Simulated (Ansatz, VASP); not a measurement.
# PtS2: VASP beside Ansatz, part 2 of 2

One calculation is typed for both programs; each brings its own data sets and cutoff. How far apart do they land?

VASP 6.6.1 and Ansatz 0.2.0.

So far: Set-up; VASP: band structure, PBE; Ansatz: band structure, PBE.

**4. Comparison**

Known differences besides the potentials themselves: the data sets hold 30 valence electrons in Ansatz (default PAW (the set named soft_2) files) and 22 in VASP; the cutoff is 420 eV in Ansatz and 300 eV in VASP. Total energies have different zeros and are not compared.

Compared:

```csv
quantity,Ansatz,VASP,difference
gap over the path points (eV),1.689,1.684,+0.005
```

Levels at points of the path, from each program's valence-band top (eV; 4 filled, then empty):

```csv
k (reciprocal lattice),Ansatz,VASP
0.000 0.000 0.000,-0.73 -0.62 -0.38 -0.38 3.12 3.12 5.13,-0.73 -0.62 -0.38 -0.38 3.12 3.12 5.13
0.136 0.000 0.000,-1.55 -0.32 -0.31 -0.06 2.24 2.87 5.61,-1.55 -0.32 -0.31 -0.06 2.23 2.86 5.61
0.318 0.000 0.000,-2.09 -1.01 -0.89 -0.34 1.94 2.75 5.70,-2.09 -1.01 -0.89 -0.34 1.93 2.74 5.71
0.500 0.000 0.000,-2.16 -2.14 -1.68 -1.29 2.64 2.92 5.50,-2.16 -2.14 -1.69 -1.29 2.63 2.92 5.50
0.470 0.061 0.000,-2.23 -2.18 -1.36 -1.26 2.62 2.79 5.60,-2.24 -2.18 -1.37 -1.26 2.61 2.79 5.60
0.409 0.182 0.000,-2.31 -2.18 -1.07 -0.76 2.21 2.44 6.26,-2.31 -2.18 -1.07 -0.77 2.21 2.44 6.26
0.348 0.303 0.000,-2.47 -2.15 -0.85 -0.71 2.05 2.16 6.81,-2.46 -2.14 -0.85 -0.72 2.04 2.16 6.81
0.303 0.303 0.000,-2.43 -2.11 -0.97 -0.60 1.99 2.24 6.78,-2.42 -2.11 -0.97 -0.61 1.99 2.24 6.78
0.182 0.182 0.000,-2.11 -1.00 -0.73 -0.01 2.02 2.12 6.64,-2.11 -1.00 -0.73 -0.01 2.01 2.12 6.65
0.152 0.152 0.000,-2.05 -0.66 -0.40 0.00 1.94 2.18 6.50,-2.05 -0.66 -0.40 0.00 1.93 2.17 6.50
```

Among the levels compared at these points, filled levels agree within 7 meV and empty ones within 8 meV.

**5. Ansatz: single point, PBE**

With cell and atoms fixed, the geometry can't cause a difference; cores, projectors, grids and the points listed under the comparison can. The cell compared in this pair holds 141.92 Å³, against 124.89 Å³ for the pair before.

The input, input.yaml:

```yaml
crystal:
  lattice:
    - [3.6207302, 0.0, 0.0]
    - [-1.8103651, 3.1356443334, 0.0]
    - [0.0, 0.0, 12.5]
  atoms:
    - { symbol: Pt, position: [0.0, 0.0, 0.5] }
    - { symbol: S, position: [0.3333333333, 0.6666666667, 0.596039918] }
    - { symbol: S, position: [0.6666666667, 0.3333333333, 0.403960082] }
hamiltonian:
  xc: pbe
  pseudopotentials: { kind: paw }
kpoints:
  mp_grid: { grid: [9, 9, 1] }
scf:
  occupations: { method: gaussian, width: 0.01 }
  n_extra_bands: 4
output:
  forces: true
  eigenvalues: true
  write_density: true
  write_potential: true
  elf: true
  volumetric_format: npy
```

Started as:

```console
> ansatz run input.yaml --threads 2 --pin off --max-ram 4608MiB --backend cpu --events-out ev --progress --plain --runs-dir out
```

Numbers of over 12 decimals in the logs are rounded to 6 here.

What it wrote:

```text
[...]
Crystal: 3 atoms, lattice volume = 141.917 Å³
Basis set: ecut = 420 eV, 2765 PW (Γ), exchange–correlation on 50×50×180 points (8 copies of the dense FFT grid, shifted against one another)
Bands: 19, of which v1, the nominal top of the filled ones, is band 15 counted from 1 (14 counted from 0)
Symmetry: 12 space group operations
[...]
k-points: 12 of 81
[...]
max |Σ_I F_I| component: 6.94e-18 eV/Å
--- Band table (eV; the first three rows and the last of 12) ---
  k-point 0: bands = [... 11 lower, -0.7057, -0.5962, -0.3574, -0.3574, 3.1467, 3.1467, 5.2488, 5.8872]
  k-point 1: bands = [... 11 lower, -1.3592, -0.3739, -0.3042, -0.0592, 2.4931, 2.9612, 5.5839, 6.3640]
  k-point 2: bands = [... 11 lower, -1.9144, -0.4150, -0.2325, -0.0753, 1.7232, 2.7378, 6.2231, 6.4193]
  k-point 11: bands = [... 11 lower, -2.4538, -2.1253, -0.7530, -0.7530, 2.1211, 2.1211, 6.8569, 9.0189]
[key lines of the parts left out:]
SCF converged after 8 iterations
Free energy (F): -14328.240502 eV
Fermi energy:    0.840135 eV
```

Elapsed: 3.4 s, on 2 threads of Arm Neoverse N1, shared host; peak memory 0.36 GiB; 6 s of CPU time.

**6. VASP: single point, PBE**

The same cell, functional, mesh and smearing now go to VASP, with its own data sets and cutoff.

The input, INCAR:

```
SYSTEM = PtS2
PREC = Accurate
ENCUT = 300
EDIFF = 1E-08
NELM = 100
ISMEAR = 0
SIGMA = 0.01
LREAL = .FALSE.
ALGO = Normal
GGA = PE
NBANDS = 17
LASPH = .TRUE.
LORBIT = 11
LWAVE = .TRUE.
LCHARG = .FALSE.
KPAR = 8
```

The input, POSCAR:

```
PtS2
1.0
    3.6207302000      0.0000000000      0.0000000000
   -1.8103651000      3.1356443334      0.0000000000
    0.0000000000      0.0000000000     12.5000000000
Pt S
1 2
Direct
    0.0000000000      0.0000000000      0.5000000000
    0.3333333333      0.6666666667      0.5960399180
    0.6666666667      0.3333333333      0.4039600820
```

The input, KPOINTS:

```
Automatic mesh
0
Gamma
9 9 1
0 0 0
```

PAW data sets: Pt_GW and S_GW (PBE family, release 64).

Started as:

```console
> mpirun -np 8 vasp_std
```

What it wrote:

```text
[banner, memory and clock lines left out]
running    8 mpi-ranks, on    1 nodes
[...]
[... a notice as in an earlier step ...]

 LDA part: xc-table for (Slater+PW92), standard interpolation
 POSCAR, INCAR and KPOINTS ok, starting setup
[...]
entering main loop
       N       E                     dE             d eps       ncg     rms          rms(c)
DAV:   1     0.996987309988E+02    0.99699E+02   -0.70267E+03   631   0.742E+02
DAV:   2    -0.661142563227E+01   -0.10631E+03   -0.10368E+03   624   0.209E+02
DAV:   3    -0.162874015952E+02   -0.96760E+01   -0.95600E+01   616   0.584E+01
DAV:   4    -0.168466416510E+02   -0.55924E+00   -0.55784E+00   720   0.144E+01
[...]
DAV:  18    -0.154286784466E+02   -0.57536E-07   -0.15186E-08   448   0.113E-03    0.157E-04
DAV:  19    -0.154286784243E+02    0.22312E-07   -0.26956E-09   456   0.630E-04    0.475E-05
DAV:  20    -0.154286784190E+02    0.53394E-08   -0.78273E-10   448   0.232E-04
   1 F= -.15428678E+02 E0= -.15428678E+02  d E =-.481569E-31
 writing wavefunctions
```

OUTCAR, selected parts (step 6):

```text
  Total       -1.0871999     -1.0871999     -0.0876882      0.0000000      0.0000000      0.0000000
  in kB      -12.2740256    -12.2740256     -0.9899623      0.0000000      0.0000000      0.0000000
  external PRESSURE =      -8.5126711 kB  Pullay stress =       0.0000000 kB

 POSITION                                       TOTAL-FORCE (eV/Angst)
 -----------------------------------------------------------------------------------
      0.00000      0.00000      6.25000        -0.000000      0.000000      0.000000
     -0.00000      2.09043      7.45050         0.000000     -0.000000      0.031861
      1.81037      1.04521      5.04950         0.000000      0.000000     -0.031861
 -----------------------------------------------------------------------------------
    total drift:                                0.000000     -0.000000      0.000000

  FREE ENERGIE OF THE ION-ELECTRON SYSTEM (eV)
  ---------------------------------------------------
  free  energy   TOTEN  =       -15.4286784190 eV

  energy  without entropy=      -15.4286784190  energy(sigma->0) =      -15.42867842

[... 1 part as in an earlier step ...]

[... 2 further parts left out ...]
[key lines of the parts left out:]
E-fermi :  -1.6063
```

**7. Side by side**

The two programs side by side:

```csv
quantity,Ansatz,VASP,difference
gap on the k mesh (eV),1.766,1.761,+0.005
```

A gap on the mesh is an upper bound, since the band edges may lie between its points; neither run holds spin-orbit coupling, which can move the band edges of a compound of Pt.

**8. Results**

* difference in gap over the path points (band structure, PBE): 0.0053 eV
* difference in gap on the k mesh (single point, PBE): 0.0050 eV

The difference in gap over the path points is 0.0053 eV (band structure, PBE), within the 0.08 eV picked in this series as the mark of a large difference. How closely two codes agree says nothing of how well the functional describes the real material.

[Lines on the potential files, build, host, timing and source positions are cut from VASP's logs without a mark.]

[Logs are printed without paths, hosts, clocks, repeated set-up lines and the standing remarks that a program may print on its own settings, such as how far it seeks lower states.]

[Hosts, paths, dates, database ids (printed as entryN), source tags and the programs' standing remarks are cut or masked in the printed files.]
